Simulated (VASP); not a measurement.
Here is the system:

```
Ti
1.0
    1.44487    -2.50259     0.00000
    1.44487     2.50259     0.00000
    0.00000     0.00000     4.58500
Ti
2
Direct
  0.36794   0.70127   0.25000
  0.66667   0.33333   0.75000
```

Method: PBEsol GGA, VASP's PBE PAW potentials (set 64) (plane waves; VASP). Numerical set-up: 480 eV cut-off, 14×14×8 Γ-centred mesh, first-order Methfessel-Paxton smearing of 0.10 eV, potentials Ti_sv.

Q: Predict the energy per atom (σ→0), largest force, band gap (on the k-mesh) with the smallest direct gap where there is one.

A: 
The band gap (on the k-mesh) is none (metal, semimetal or under 0.01 eV) and the energy per atom (σ→0) is -804.2 kJ/mol of atoms. The largest force comes out as 0.155 eV/Å.

The compound is Ti in the hcp structure. This cell was strained or had an atom moved on purpose.
